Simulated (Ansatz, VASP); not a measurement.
# SnH5CN2Cl3 (CH(NH2)2SnCl3) in two plane-wave programs, part 2 of 2

One calculation is typed for both programs; each brings its own data sets. How far apart do they land? The cell is generated by rule, not measured, and may not be a known phase. The cell is taken from a series of runs on this material, whose earlier steps may have relaxed, scaled, displaced or heated it; both programs get it as it stands.

VASP 6.6.1 and Ansatz 0.2.0.

So far. Step 2 (VASP: single point, PBE): The run ends at a pressure of 0.81 GPa, with forces up to 0.092 eV/Å.

## Step 5: VASP: single point, PBE, spin-orbit coupling

Level of this step: PBE, spin-orbit coupling; plane waves and PAW (C, H, N, Sn_d, Cl); invented cell (VASP).

A single point gives forces, pressure and levels at one fixed geometry, so differences don't come from the geometry; what else differs is listed under the comparison.

INCAR reads:

```
SYSTEM = SnH5CN2Cl3
PREC = Accurate
ENCUT = 600
EDIFF = 1E-06
NELM = 200
ISMEAR = 0
SIGMA = 0.01
LREAL = .FALSE.
ALGO = Normal
GGA = PE
LNONCOLLINEAR = .TRUE.
MAGMOM = 0 0 0 0 0 0 0 0 0 0 0 0 0 0 0 0 0 0 0 0 0 0 0 0 0 0 0 0 0 0 0 0 0 0 0 0
NBANDS = 78
GGA_COMPAT = .FALSE.
LASPH = .TRUE.
LSORBIT = .TRUE.
LORBIT = 11
LWAVE = .FALSE.
LCHARG = .FALSE.
ISIF = 2
EFERMI = MIDGAP
KPAR = 2
```

POSCAR reads:

```
SnH5CN2Cl3
1.0
    5.7495448321      0.0614553157      0.5447128158
    0.0614553157      5.9088202652     -0.0666377089
    0.5447128158     -0.0666377089      5.7481586069
C H N Sn Cl
1 5 2 1 3
Direct
    0.9810940672      0.9436820466      0.0178882993
    0.9262224184      0.7742508549      0.0712310994
    0.7615626863      0.9546566502      0.7814605038
    0.2164826987      0.9514571223      0.2385203937
    0.9296576348      0.1951346974      0.7904406074
    0.2101028628      0.1931330491      0.0718434576
    0.8814618376      0.0396557453      0.8574399153
    0.1418197887      0.0378510038      0.1189453882
    0.4856819093      0.4914066488      0.5142706067
    0.4386582902      0.5018149019      0.9706637115
    0.4967715320      0.9295809080      0.5038700487
    0.0293323699      0.5028959437      0.5604372443
```

KPOINTS reads:

```
Automatic mesh
0
Gamma
4 4 4
0 0 0
```

PAW data sets: C, H, N, Sn_d and Cl (PBE family, release 64).

Command:

```console
mpirun -np 2 vasp_ncl
```

Numbers of over 12 decimals in the logs are rounded to 6 here.

What it wrote:

```text
[... set-up lines as in an earlier step ...]
 entering main loop
       N       E                     dE             d eps       ncg     rms          rms(c)
DAV:   1     0.537813815941E+03    0.53781E+03   -0.24637E+04  9984   0.152E+03
DAV:   2     0.351214327400E+02   -0.50269E+03   -0.46842E+03 11232   0.353E+02
DAV:   3    -0.569806463198E+02   -0.92102E+02   -0.89626E+02 11516   0.172E+02
DAV:   4    -0.625919704479E+02   -0.56113E+01   -0.55398E+01 12688   0.457E+01
[...]
DAV:  13    -0.590492865103E+02   -0.18639E-04   -0.24736E-05 11864   0.271E-02    0.104E-02
DAV:  14    -0.590492892284E+02   -0.27181E-05   -0.41568E-06 10474   0.119E-02    0.457E-03
DAV:  15    -0.590492897843E+02   -0.55587E-06   -0.10744E-06  9928   0.593E-03
   1 F= -.59049290E+02 E0= -.59049290E+02  d E =0.000000E+00  mag=    -0.0000     0.0000     0.0000
```

OUTCAR, selected parts (step 5):

```text
  Total        0.9677729      0.9577143      0.9731855     -0.0438360      0.0443670     -0.0543684
  in kB        8.0140807      7.9307866      8.0589027     -0.3630041      0.3674013     -0.4502225
  external PRESSURE =       8.0012567 kB  Pullay stress =       0.0000000 kB

 POSITION                                       TOTAL-FORCE (eV/Angst)
 -----------------------------------------------------------------------------------
      5.70858      5.63515      0.57435        -0.012761     -0.033936      0.017969
      5.41174      4.62708      0.86238         0.003428      0.011070     -0.002514
      4.86298      5.63562      4.84318         0.028713      0.018670      0.022803
      1.43307      5.61940      1.42557        -0.016328      0.020171     -0.024269
      5.78766      1.15748      5.03697        -0.011494     -0.030300      0.012462
      1.25900      1.14931      0.51454        -0.010189     -0.029807      0.014423
      5.53750      0.23135      5.40620        -0.053154      0.027513     -0.070638
      0.88252      0.22444      0.75845         0.059333      0.024670      0.043044
      3.10278      2.89921      3.18792         0.017448      0.001304     -0.018784
      3.08166      2.92741      5.78503         0.017193     -0.005469      0.026417
      3.18780      5.48968      3.10498         0.002965      0.001810     -0.004429
      0.50483      2.93598      3.20395        -0.025153     -0.005695     -0.016484
 -----------------------------------------------------------------------------------
    total drift:                                0.000476      0.001112     -0.000374

  FREE ENERGIE OF THE ION-ELECTRON SYSTEM (eV)
  ---------------------------------------------------
[...]
1       -0.000  -0.000   0.000  -0.000
    2       -0.000  -0.000   0.000  -0.000
    3       -0.000  -0.000   0.000  -0.000
    4        0.000  -0.000   0.000  -0.000
    5       -0.000  -0.000   0.000  -0.000
    6        0.000   0.000   0.000   0.000
    7       -0.000   0.000   0.000  -0.000
    8       -0.000   0.000   0.000  -0.000
    9        0.000  -0.000   0.000   0.000
   10       -0.000  -0.000   0.000  -0.000
   11        0.000   0.000   0.000   0.000
   12       -0.000   0.000   0.000   0.000
--------------------------------------------------
tot         -0.000   0.000   0.000  -0.000

 magnetization (y)
# of ion       s       p       d       tot
------------------------------------------
    1        0.000   0.000   0.000   0.000
    2        0.000   0.000   0.000   0.000
    3       -0.000  -0.000   0.000  -0.000
    4       -0.000  -0.000   0.000  -0.000
    5        0.000   0.000   0.000   0.000
    6        0.000  -0.000   0.000  -0.000
    7       -0.000  -0.000   0.000  -0.000
    8       -0.000  -0.000   0.000  -0.000
    9       -0.000   0.000  -0.000  -0.000
   10       -0.000  -0.000   0.000  -0.000
   11       -0.000  -0.000   0.000  -0.000
   12       -0.000  -0.000   0.000  -0.000
--------------------------------------------------
tot          0.000  -0.000  -0.000  -0.000

 magnetization (z)
# of ion       s       p       d       tot
------------------------------------------
    1        0.000   0.000   0.000   0.000
    2        0.000   0.000   0.000   0.000
    3       -0.000   0.000   0.000  -0.000
    4       -0.000  -0.000   0.000  -0.000
    5       -0.000  -0.000   0.000  -0.000
    6       -0.000   0.000   0.000  -0.000
    7        0.000   0.000   0.000   0.000
    8       -0.000   0.000   0.000   0.000
    9        0.000  -0.000   0.000   0.000
   10        0.000   0.000   0.000   0.000
   11        0.000   0.000   0.000   0.000
   12        0.000   0.000   0.000   0.000
--------------------------------------------------
tot         -0.000   0.000   0.000   0.000

[... 1 part as in an earlier step ...]

[... 2 further parts left out ...]
[key lines of the parts left out:]
E-fermi :   2.1271
```

The run ends at a pressure of 0.80 GPa, with forces up to 0.093 eV/Å.

## Step 6: Ansatz: single point, PBE, spin-orbit coupling

The same cell, functional and mesh now go to Ansatz, which takes its cutoff from its data sets.

The cell is taken from a series of runs on this material, whose earlier steps may have relaxed, scaled, displaced or heated it; both programs get it as it stands.

input.yaml reads:

```yaml
crystal:
  lattice:
    - [5.7495448321, 0.0614553157, 0.5447128158]
    - [0.0614553157, 5.9088202652, -0.0666377089]
    - [0.5447128158, -0.0666377089, 5.7481586069]
  atoms:
    - { symbol: C, position: [-0.0189059328, 0.9436820466, 0.0178882993] }
    - { symbol: H, position: [-0.0737775816, 0.7742508549, 0.0712310994] }
    - { symbol: "N", position: [0.8814618376, 0.0396557453, 0.8574399153] }
    - { symbol: "N", position: [0.1418197887, 0.0378510038, 0.1189453882] }
    - { symbol: H, position: [0.7615626863, 0.9546566502, -0.2185394962] }
    - { symbol: H, position: [0.2164826987, 0.9514571223, 0.2385203937] }
    - { symbol: H, position: [0.9296576348, 0.1951346974, 0.7904406074] }
    - { symbol: H, position: [0.2101028628, 0.1931330491, 1.0718434576] }
    - { symbol: Sn, position: [0.4856819093, 0.4914066488, 0.5142706067] }
    - { symbol: Cl, position: [0.4386582902, 0.5018149019, -0.0293362885] }
    - { symbol: Cl, position: [0.496771532, -0.070419092, 0.5038700487] }
    - { symbol: Cl, position: [0.0293323699, 0.5028959437, 0.5604372443] }
kpoints:
  mp_grid: { grid: [4, 4, 4] }
  band_path:
    path: [[0.0, 0.0, 0.0], [0.5, 0.0, 0.0], [0.5, 0.5, 0.0], [0.5, 0.5, 0.5]]
    npoints: 1
hamiltonian:
  xc: pbe
  pseudopotentials: { kind: paw_fr, azcp: { folder: soft_1 } }
scf:
  occupations: { method: fixed }
  n_extra_bands: 16
magnetization:
  noncollinear: true
  spin_orbit: true
output:
  eigenvalues: true
  forces: true
  stress: true
```

Command:

```console
ansatz run input.yaml --threads 2 --pin off --max-ram 92160MiB --backend cuda --events-out ev --progress --plain --runs-dir out --devices 1 --max-vram 13GiB
```

What it wrote:

```text
[...]
GPUs: using 1 of 1 available (devices: 1).
[...]
non-collinear run that drives no moment, with spin-orbit: no starting moment large enough to seed its density (crystal.atoms[].spin), no starting occupations that ask for one, no magnetisation constraint and no magnetic field, so the semilocal B_xc is pinned to zero
[...]
k-point 0: bands = [... 50 lower, 0.2188, 0.2188, 0.6257, 0.6257, 5.6193, 5.6193, 6.7042, 6.7042, ... 12 higher]
  k-point 1: bands = [... 50 lower, 0.2934, 0.2974, 0.7257, 0.7839, 5.6105, 5.6120, 6.2203, 6.3567, ... 12 higher]
  k-point 2: bands = [... 50 lower, 0.3782, 0.3782, 1.0878, 1.0878, 5.3177, 5.3177, 5.5988, 5.5988, ... 12 higher]
  k-point 35: bands = [... 50 lower, 0.4978, 0.4978, 2.2336, 2.2336, 4.4904, 4.4904, 4.8882, 4.8882, ... 12 higher]
[key lines of the parts left out:]
SCF converged after 9 iterations
Magnetization: |M| = 0.0000 μB,  M = (+0.0000, +0.0000, +0.0000) μB
Free energy (F): -10370.005024 eV
Fermi energy:    2.233610 eV
P = ⅓ Tr σ = 0.8628 GPa (8.628 kbar)
```

## Step 7: Side by side

What differs besides the data sets and the points named for the pairs above, as far as they apply: spin-orbit coupling enters by fully relativistic files in Ansatz and inside the spheres in VASP; fixed occupations in Ansatz, narrow Gaussian smearing in VASP. Total energies have different zeros and are not compared.

The two programs side by side:

| quantity | Ansatz | VASP | difference |
| --- | --- | --- | --- |
| pressure (GPa) | 0.86 | 0.80 | +0.06 |
| gap on the k mesh (eV) | 2.257 | 2.255 | +0.002 |

Forces on 7 of the 12 atoms, those with the largest forces and the largest differences (eV/Å; atoms numbered as in POSCAR):

| atom | Ansatz x, y, z | VASP x, y, z |
| --- | --- | --- |
| C1 | 0.001, 0.003, 0.004 | -0.013, -0.034, 0.018 |
| H3 | 0.009, 0.000, 0.010 | 0.029, 0.019, 0.023 |
| H4 | -0.004, 0.001, -0.005 | -0.016, 0.020, -0.024 |
| H5 | 0.001, -0.005, 0.004 | -0.011, -0.030, 0.012 |
| H6 | -0.002, -0.004, 0.002 | -0.010, -0.030, 0.014 |
| N7 | -0.010, 0.002, -0.001 | -0.053, 0.028, -0.071 |
| N8 | -0.010, 0.000, 0.000 | 0.059, 0.025, 0.043 |

The forces differ by 24 meV/Å r.m.s., where the r.m.s. force is 0.009 eV/Å in Ansatz and 0.026 eV/Å in VASP: the atoms lie near their places of rest in Ansatz, so a percentage would say little (all taken over all components). A gap on the mesh is an upper bound, since the band edges may lie between its points.

## Step 8: What came out

```yaml
r_m_s_force_difference_single_point_pbe: 23 meV/Å
r_m_s_force_difference_single_point_pbe_spin_orbit_coupling: 24 meV/Å
```

What this shows: The r.m.s. force difference is 24 meV/Å (single point, PBE, spin-orbit coupling), beyond the 12 meV/Å picked in this series as the mark of a large difference. What causes the difference of the single point, PBE pair stays open here. What causes the difference of the single point, PBE, spin-orbit coupling pair stays open here. Such differences can come from data sets, numerical settings and the points named under the comparisons, not from the functional's error against experiment.

[Lines on the potential files, build, host, timing and source positions are cut from VASP's logs without a mark.]

[Logs are printed without paths, hosts, clocks, repeated set-up lines and the standing remarks that a program may print on its own settings, such as how far it seeks lower states.]

[Hosts, paths, dates, database ids (printed as entryN), source tags and the programs' standing remarks are cut or masked in the printed files.]
